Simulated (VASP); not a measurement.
## CdS (Greenockite): the band gap, functional by functional

How does the band gap of CdS (Greenockite) depend on the functional? The starting structure is a measured crystal structure from the Crystallography Open Database. The atoms were first relaxed with LDA in that cell, in a run that isn't shown, and the relaxed structure is the one below. Meshes and data sets differ where the inputs say so.

Calculated with VASP 6.6.1; Kohn-Sham DFT with plane waves and PAW; 9 levels of theory, named at each step.

## Step 1: The starting structure

The structure is hexagonal, space group P6_3mc (No. 186). The conventional cell has a = 4.137 Å, b = 4.137 Å, c = 6.714 Å, α = 90.00°, β = 90.00°, γ = 120.00°. Nearest to Cd lie 4 S at 2.53 Å. S has 4 Cd at 2.53 Å nearest. Farther neighbours and most contacts between anions are not listed.

## Step 2: Bands with LDA

LDA, the lowest rung, knows the local density alone.

File INCAR:

```
SYSTEM = CdS
PREC = Accurate
ENCUT = 350
EDIFF = 1E-06
NELM = 100
ISMEAR = 0
SIGMA = 0.03
LREAL = .FALSE.
ALGO = Normal
GGA = CA
NBANDS = 32
LORBIT = 11
LWAVE = .FALSE.
LCHARG = .FALSE.
KPAR = 8
LASPH = .TRUE.
```

File POSCAR:

```
CdS
1.0
    4.1370000000      0.0000000000      0.0000000000
   -2.0685000000      3.5827470955      0.0000000000
    0.0000000000      0.0000000000      6.7144000000
Cd S
2 2
Direct
    0.3333333333      0.6666666667      0.4990101238
    0.6666666667      0.3333333333      0.9990101238
    0.3333333333      0.6666666667      0.8759898762
    0.6666666667      0.3333333333      0.3759898762
```

File KPOINTS:

```
Automatic mesh
0
Gamma
6 6 4
0 0 0
```

File KPOINTS_OPT:

```
Line mode
10
Line-mode
Reciprocal
  0.00000000   0.00000000   0.00000000 GAMMA
  0.50000000   0.00000000   0.00000000 M

  0.50000000   0.00000000   0.00000000 M
  0.33333333   0.33333333   0.00000000 K

  0.33333333   0.33333333   0.00000000 K
  0.00000000   0.00000000   0.00000000 GAMMA

  0.00000000   0.00000000   0.00000000 GAMMA
  0.00000000   0.00000000   0.50000000 A

  0.00000000   0.00000000   0.50000000 A
  0.50000000   0.00000000   0.50000000 L

  0.50000000   0.00000000   0.50000000 L
  0.33333333   0.33333333   0.50000000 H

  0.33333333   0.33333333   0.50000000 H
  0.00000000   0.00000000   0.50000000 A

  0.50000000   0.00000000   0.50000000 L
  0.50000000   0.00000000   0.00000000 M

  0.33333333   0.33333333   0.00000000 K
  0.33333333   0.33333333   0.50000000 H
```

The projector-augmented-wave data sets are Cd and S (LDA family, release 64).

On the command line:

```console
$ mpirun -np 8 vasp_std
```

Output:

```text
[banner, memory and clock lines left out]
running    8 mpi-ranks, on    1 nodes
 distrk:  each k-point on    1 cores,    8 groups
 distr:  one band on    1 cores,    1 groups

 POSCAR found type information on POSCAR CdS
 POSCAR found :  2 types and       4 ions
|                                                                             |
|           W    W    AA    RRRRR   N    N  II  N    N   GGGG   !!!           |
|           W    W   A  A   R    R  NN   N  II  NN   N  G    G  !!!           |
|           W    W  A    A  R    R  N N  N  II  N N  N  G       !!!           |
|           W WW W  AAAAAA  RRRRR   N  N N  II  N  N N  G  GGG   !            |
|           WW  WW  A    A  R   R   N   NN  II  N   NN  G    G                |
|           W    W  A    A  R    R  N    N  II  N    N   GGGG   !!!           |
|                                                                             |
|     For optimal performance we recommend to set                             |
|       NCORE = 2 up to number-of-cores-per-socket                            |
|     NCORE specifies how many cores store one orbital (NPAR=cpu/NCORE).      |
|     This setting can greatly improve the performance of VASP for DFT.       |
|     The default, NCORE=1 might be grossly inefficient on modern             |
|     multi-core architectures or massively parallel machines. Do your        |
|     Unfortunately you need to use the default for GW and RPA                |
|     calculations (for HF NCORE is supported but not extensively tested      |
|     yet).                                                                   |
|                                                                             |

 LDA part: xc-table for (Slater(with rela. corr.)+CA(PZ))
 , standard interpolation
 POSCAR, INCAR and KPOINTS ok, starting setup
 FFT: planning ... GRIDC
 FFT: planning ... GRID_SOFT
 FFT: planning ... GRID
 WAVECAR not read
 entering main loop
       N       E                     dE             d eps       ncg     rms          rms(c)
DAV:   1     0.198727468668E+03    0.19873E+03   -0.14039E+04  1360   0.765E+02
DAV:   2    -0.616153411685E+01   -0.20489E+03   -0.19663E+03  1544   0.241E+02
DAV:   3    -0.157450470799E+02   -0.95835E+01   -0.95344E+01  1656   0.538E+01
DAV:   4    -0.158190722078E+02   -0.74025E-01   -0.74013E-01  1528   0.461E+00
DAV:   5    -0.158201278797E+02   -0.10557E-02   -0.10557E-02  1632   0.517E-01    0.116E+01
DAV:   6    -0.148432947533E+02    0.97683E+00   -0.12816E+00  1888   0.114E+01    0.908E+00
DAV:   7    -0.147988443704E+02    0.44450E-01   -0.48902E-01  1648   0.336E+00    0.356E+00
DAV:   8    -0.147875587224E+02    0.11286E-01   -0.58968E-02  1528   0.199E+00    0.430E-01
DAV:   9    -0.147864956946E+02    0.10630E-02   -0.77005E-03  1560   0.975E-01    0.974E-02
DAV:  10    -0.147863843582E+02    0.11134E-03   -0.54135E-04  1576   0.238E-01    0.768E-02
DAV:  11    -0.147864261078E+02   -0.41750E-04   -0.21825E-04  1568   0.946E-02    0.265E-02
DAV:  12    -0.147864039792E+02    0.22129E-04   -0.68168E-05  1616   0.786E-02    0.142E-02
DAV:  13    -0.147864052847E+02   -0.13055E-05   -0.11147E-05  1560   0.137E-02    0.109E-02
DAV:  14    -0.147864049314E+02    0.35330E-06   -0.52294E-07   824   0.422E-03
   1 F= -.14786405E+02 E0= -.14786405E+02  d E =-.133552E-19
 Start KPOINTS_OPT (optional k-point list driver)
k-point batch [1-21\90]
       N       E                     dE             ncg
DAV:   1     0.630388775807E+03   -0.14239E+05     1352
DAV:   2    -0.360366578550E+04   -0.42341E+04     1552
DAV:   3    -0.379666769259E+04   -0.19300E+03     1640
DAV:   4    -0.379809158493E+04   -0.14239E+01     1552
DAV:   5    -0.379811088678E+04   -0.19302E-01     1720
DAV:   6    -0.379811124792E+04   -0.36113E-03     1488
DAV:   7    -0.379811125590E+04   -0.79888E-05     1736
DAV:   8    -0.379811125607E+04   -0.16915E-06     1080
[...]
k-point batch [85-90\90]
       N       E                     dE             ncg
DAV:   1     0.128729609551E+05   -0.55478E+04      384
DAV:   2     0.116776983825E+05   -0.11953E+04      448
DAV:   3     0.116237500928E+05   -0.53948E+02      456
DAV:   4     0.116233727849E+05   -0.37731E+00      464
DAV:   5     0.116233677523E+05   -0.50327E-02      464
DAV:   6     0.116233676612E+05   -0.91067E-04      464
DAV:   7     0.116233676593E+05   -0.18551E-05      448
DAV:   8     0.116233676593E+05   -0.42328E-07      376
```

The job ended after 14 s (8 MPI ranks of AMD EPYC 9R45, shared host; peak memory 1.4 GiB; 84 s of CPU time).

Lines that name or quote the potential files are left out of all logs, and their timing lines are given in words.

From OUTCAR (step 2):

```text
ion  position               nearest neighbor table
   1  0.333  0.667  0.499-   4 2.53   4 2.53   4 2.53   3 2.53
   2  0.667  0.333  0.999-   3 2.53   3 2.53   3 2.53   4 2.53
   3  0.333  0.667  0.876-   2 2.53   2 2.53   2 2.53   1 2.53
   4  0.667  0.333  0.376-   1 2.53   1 2.53   1 2.53   2 2.53

  LATTYP: Found a hexagonal cell.
 ALAT       =     4.1370000000
 C/A-ratio  =     1.6230118443

 Subroutine GETGRP returns: Found 12 space group operations
 (whereof  6 operations were pure point group operations)

The static configuration has the point symmetry C_3v.
 The point group associated with its full space group is C_6v.

 Found     21 irreducible k-points:

   k-points           NKPTS =     21   k-points in BZ     NKDIM =     21   number of bands    NBANDS=     32

   dimension x,y,z NGX =    28 NGY =   28 NGZ =   42
   dimension x,y,z NGXF=    56 NGYF=   56 NGZF=   84

   ENCUT  =  350.0 eV  25.72 Ry    5.07 a.u.   6.31  6.31 10.24*2*pi/ulx,y,z

   NELECT =      36.0000    total number of electrons

 k-points in reciprocal lattice and weights: Automatic mesh
   0.00000000  0.00000000  0.00000000       0.007
   0.16666667  0.00000000  0.00000000       0.042
   0.33333333  0.00000000  0.00000000       0.042
   0.50000000  0.00000000  0.00000000       0.021
   0.16666667  0.16666667  0.00000000       0.042
   0.33333333  0.16666667  0.00000000       0.083
   0.33333333  0.33333333  0.00000000       0.014
   0.00000000  0.00000000  0.25000000       0.014
   0.16666667  0.00000000  0.25000000       0.083
[...]
0.33333333  0.16666667  0.50000000       0.083
   0.33333333  0.33333333  0.50000000       0.014

 average (electrostatic) potential at core
       1 -40.1177       2 -40.1177       3 -89.8551       4 -89.8551

 E-fermi :   1.2849

 k-point     1 :       0.0000    0.0000    0.0000
  band No.  band energies     occupation
    ...
     14       0.3219      2.00000
     15       0.3219      2.00000
     16       1.0607      2.00000
     17       1.1014      2.00000
     18       1.1014      2.00000
     19       2.0618      0.00000
     20       3.6513      0.00000
     21       7.3809      0.00000
     22       7.3809      0.00000
     23       7.7237      0.00000
    ...

 k-point     2 :       0.1667    0.0000    0.0000
  band No.  band energies     occupation
    ...
     14      -0.6916      2.00000
     15      -0.1686      2.00000
     16      -0.0056      2.00000
     17       0.8526      2.00000
     18       0.9066      2.00000
     19       3.2659      0.00000
     20       4.5494      0.00000
     21       6.6500      0.00000
     22       7.7310      0.00000
     23       7.7602      0.00000
    ...

 k-point     3 :       0.3333    0.0000    0.0000
  band No.  band energies     occupation
    ...
     14      -1.9508      2.00000
     15      -1.5131      2.00000
     16      -0.5700      2.00000
     17       0.2545      2.00000
     18       0.5165      2.00000
     19       4.3481      0.00000
     20       4.8847      0.00000
     21       6.2816      0.00000
     22       7.1240      0.00000
     23       8.0304      0.00000
    ...

  Total       -1.6083394     -1.6083394     -1.4909907      0.0000000      0.0000000      0.0000000
  in kB      -25.8928221    -25.8928221    -24.0036136      0.0000000      0.0000000      0.0000000
  external PRESSURE =     -25.2630859 kB  Pullay stress =       0.0000000 kB

  energy-cutoff  :      350.00
  volume of cell :       99.52
      direct lattice vectors                 reciprocal lattice vectors
     4.137000000  0.000000000  0.000000000     0.241721054  0.139557716  0.000000000
    -2.068500000  3.582747095  0.000000000     0.000000000  0.279115431  0.000000000
     0.000000000  0.000000000  6.714400000     0.000000000  0.000000000  0.148933635

 POSITION                                       TOTAL-FORCE (eV/Angst)
 -----------------------------------------------------------------------------------
     -0.00000      2.38850      3.35055         0.000000     -0.000000     -0.001215
      2.06850      1.19425      6.70775         0.000000      0.000000     -0.001215
     -0.00000      2.38850      5.88175         0.000000     -0.000000      0.001215
      2.06850      1.19425      2.52455        -0.000000      0.000000      0.001215
 -----------------------------------------------------------------------------------
    total drift:                                0.000000      0.000000      0.000600

  FREE ENERGIE OF THE ION-ELECTRON SYSTEM (eV)
  ---------------------------------------------------
  free  energy   TOTEN  =       -14.7864049314 eV

  energy  without entropy=      -14.7864049314  energy(sigma->0) =      -14.78640493

 total charge
# of ion       s       p       d       tot
------------------------------------------
    1        0.440   0.332   9.537  10.308
    2        0.440   0.332   9.537  10.308
    3        1.323   2.373   0.000   3.697
    4        1.323   2.373   0.000   3.697
--------------------------------------------------
tot          3.526   5.410  19.073  28.010

[... 3 further parts left out ...]
```

Spin-orbit coupling is off here; it would split degenerate levels. At this level the cell is under a tension of 2.5 GPa, so at these settings it is away from equilibrium.

LDA gives a direct gap of 0.960 eV.

## Step 3: Bands with PBE

PBE, the usual starting point, adds the gradient of the density.

INCAR, as its differences from that of step 2:

```diff
@@ -9,3 +9,3 @@
 ALGO = Normal
-GGA = CA
+GGA = PE
 NBANDS = 32
```

POSCAR is that of step 2.

KPOINTS is that of step 2.

KPOINTS_OPT is that of step 2.

PAW data sets: Cd and S (PBE family, release 64).

On the command line:

```console
$ mpirun -np 8 vasp_std
```

Output:

```text
[banner, memory and clock lines left out]
running    8 mpi-ranks, on    1 nodes
[...]
[... a notice as in an earlier step ...]

 LDA part: xc-table for (Slater+PW92), standard interpolation
 POSCAR, INCAR and KPOINTS ok, starting setup
[...]
entering main loop
       N       E                     dE             d eps       ncg     rms          rms(c)
DAV:   1     0.198765357858E+03    0.19877E+03   -0.14111E+04  1360   0.765E+02
DAV:   2    -0.385494656425E+01   -0.20262E+03   -0.19483E+03  1552   0.239E+02
DAV:   3    -0.132577744527E+02   -0.94028E+01   -0.93563E+01  1656   0.531E+01
DAV:   4    -0.133306292136E+02   -0.72855E-01   -0.72845E-01  1504   0.455E+00
[...]
DAV:  13    -0.122402383050E+02   -0.69142E-05   -0.27590E-05  1480   0.208E-02    0.371E-02
DAV:  14    -0.122402361261E+02    0.21789E-05   -0.29892E-06  1528   0.654E-03    0.110E-02
DAV:  15    -0.122402360578E+02    0.68263E-07   -0.17093E-07   928   0.183E-03
   1 F= -.12240236E+02 E0= -.12240236E+02  d E =-.258464E-24
 Start KPOINTS_OPT (optional k-point list driver)
k-point batch [1-21\90]
       N       E                     dE             ncg
DAV:   1     0.733617773165E+03   -0.14135E+05     1360
DAV:   2    -0.343565003606E+04   -0.41693E+04     1552
DAV:   3    -0.362294073263E+04   -0.18729E+03     1648
DAV:   4    -0.362435205025E+04   -0.14113E+01     1536
DAV:   5    -0.362437166110E+04   -0.19611E-01     1736
DAV:   6    -0.362437203164E+04   -0.37054E-03     1448
DAV:   7    -0.362437204004E+04   -0.83951E-05     1736
DAV:   8    -0.362437204022E+04   -0.18345E-06     1048
[...]
k-point batch [85-90\90]
       N       E                     dE             ncg
DAV:   1     0.129067089054E+05   -0.55141E+04      384
DAV:   2     0.117263696066E+05   -0.11803E+04      440
DAV:   3     0.116739093666E+05   -0.52460E+02      456
DAV:   4     0.116735271538E+05   -0.38221E+00      456
DAV:   5     0.116735220219E+05   -0.51319E-02      472
DAV:   6     0.116735219276E+05   -0.94237E-04      448
DAV:   7     0.116735219257E+05   -0.19636E-05      472
DAV:   8     0.116735219256E+05   -0.37357E-07      376
```

Wall time 15 s (8 MPI ranks); peak memory 1.5 GiB; 93 s of CPU time.

Parts of OUTCAR (step 3):

```text
  Total        1.6104110      1.6104110      1.7119682      0.0000000      0.0000000      0.0000000
  in kB       25.9261735     25.9261735     27.5611540      0.0000000      0.0000000      0.0000000
  external PRESSURE =      26.4711670 kB  Pullay stress =       0.0000000 kB

 POSITION                                       TOTAL-FORCE (eV/Angst)
 -----------------------------------------------------------------------------------
     -0.00000      2.38850      3.35055        -0.000000     -0.000000     -0.002932
      2.06850      1.19425      6.70775         0.000000      0.000000     -0.002932
     -0.00000      2.38850      5.88175         0.000000      0.000000      0.002932
      2.06850      1.19425      2.52455        -0.000000      0.000000      0.002932
 -----------------------------------------------------------------------------------
    total drift:                                0.000000      0.000000      0.000803

  FREE ENERGIE OF THE ION-ELECTRON SYSTEM (eV)
  ---------------------------------------------------
  free  energy   TOTEN  =       -12.2402360578 eV

  energy  without entropy=      -12.2402360578  energy(sigma->0) =      -12.24023606

[... 2 parts as in an earlier step ...]

[... 1 further part left out ...]
[key lines of the parts left out:]
E-fermi :   1.4971
```

PBE gives a direct gap of 1.220 eV. The least gap is +0.260 eV from that of LDA.

## Step 4: Bands with r2SCAN

r2SCAN adds the kinetic-energy density, costs more than a GGA and is run with LASPH.

INCAR, as its differences from that of step 3:

```diff
@@ -9,3 +9,4 @@
 ALGO = Normal
-GGA = PE
+METAGGA = R2SCAN
+LASPH = .TRUE.
 NBANDS = 32
@@ -15,2 +16 @@
 KPAR = 8
-LASPH = .TRUE.
```

POSCAR is that of step 3.

KPOINTS is that of step 3.

KPOINTS_OPT is that of step 3.

On the command line:

```console
$ mpirun -np 8 vasp_std
```

Output:

```text
[banner, memory and clock lines left out]
running    8 mpi-ranks, on    1 nodes
[...]
[... a notice as in an earlier step ...]

|                                                                             |
|               ----> ADVICE to this user running VASP <----                  |
|                                                                             |
|     You enforced a specific xc type in the INCAR file but a different       |
|     [... a line on the potential file left out ...]
|     I HOPE YOU KNOW WHAT YOU ARE DOING!                                     |
|                                                                             |

 LDA part: xc-table for (None), standard interpolation
 POSCAR, INCAR and KPOINTS ok, starting setup
[...]
entering main loop
       N       E                     dE             d eps       ncg     rms          rms(c)
DAV:   1     0.147046976206E+03    0.14705E+03   -0.14341E+04  1360   0.781E+02
DAV:   2    -0.600478190030E+02   -0.20709E+03   -0.19883E+03  1544   0.243E+02
[...]
DAV:  13    -0.593602884786E+02   -0.14037E-04   -0.40408E-05  1416   0.337E-02    0.152E-02
DAV:  14    -0.593602886547E+02   -0.17607E-06   -0.50425E-06  1672   0.237E-02
   1 F= -.59360289E+02 E0= -.59360289E+02  d E =-.269652E-19
 Start KPOINTS_OPT (optional k-point list driver)
k-point batch [1-21\90]
       N       E                     dE             ncg
DAV:   1     0.521287260994E+03   -0.14348E+05     1360
DAV:   2    -0.376963529067E+04   -0.42909E+04     1552
DAV:   3    -0.396097871740E+04   -0.19134E+03     1640
DAV:   4    -0.396234122193E+04   -0.13625E+01     1520
DAV:   5    -0.396235935414E+04   -0.18132E-01     1728
DAV:   6    -0.396235968209E+04   -0.32794E-03     1432
DAV:   7    -0.396235968924E+04   -0.71500E-05     1656
DAV:   8    -0.396235968944E+04   -0.19738E-06     1048
[...]
k-point batch [85-90\90]
       N       E                     dE             ncg
DAV:   1     0.128438645866E+05   -0.55769E+04      384
DAV:   2     0.116302715198E+05   -0.12136E+04      440
DAV:   3     0.115768874693E+05   -0.53384E+02      464
DAV:   4     0.115765307377E+05   -0.35673E+00      456
DAV:   5     0.115765261374E+05   -0.46003E-02      472
DAV:   6     0.115765260577E+05   -0.79745E-04      440
DAV:   7     0.115765260561E+05   -0.15598E-05      448
DAV:   8     0.115765260561E+05   -0.44642E-07      344
```

Wall time 53 s (8 MPI ranks); peak memory 1.6 GiB.

Parts of OUTCAR (step 4):

```text
  Total        0.7480644      0.7480644      0.8198522      0.0000000      0.0000000      0.0000000
  in kB       12.0431665     12.0431665     13.1988850      0.0000000      0.0000000      0.0000000
  external PRESSURE =      12.4284060 kB  Pullay stress =       0.0000000 kB

 POSITION                                       TOTAL-FORCE (eV/Angst)
 -----------------------------------------------------------------------------------
     -0.00000      2.38850      3.35055        -0.000000      0.000000     -0.004752
      2.06850      1.19425      6.70775         0.000000     -0.000000     -0.004752
     -0.00000      2.38850      5.88175         0.000000      0.000000      0.004752
      2.06850      1.19425      2.52455         0.000000      0.000000      0.004752
 -----------------------------------------------------------------------------------
    total drift:                                0.000000      0.000001      0.012187

  FREE ENERGIE OF THE ION-ELECTRON SYSTEM (eV)
  ---------------------------------------------------
  free  energy   TOTEN  =       -59.3602886547 eV

  energy  without entropy=      -59.3602886547  energy(sigma->0) =      -59.36028865

[... 2 parts as in an earlier step ...]

[... 1 further part left out ...]
[key lines of the parts left out:]
E-fermi :   1.2047
```

r2SCAN gives a direct gap of 1.675 eV. The least gap is +0.715 eV from that of LDA.

[end of part 1 of 3]

[Lines on the potential files, build, host, timing and source positions are cut from VASP's logs without a mark.]

[Logs are printed without paths, hosts, clocks, repeated set-up lines and the standing remarks that a program may print on its own settings, such as how far it seeks lower states.]

[Hosts, paths, dates, database ids (printed as entryN), source tags and the programs' standing remarks are cut or masked in the printed files.]
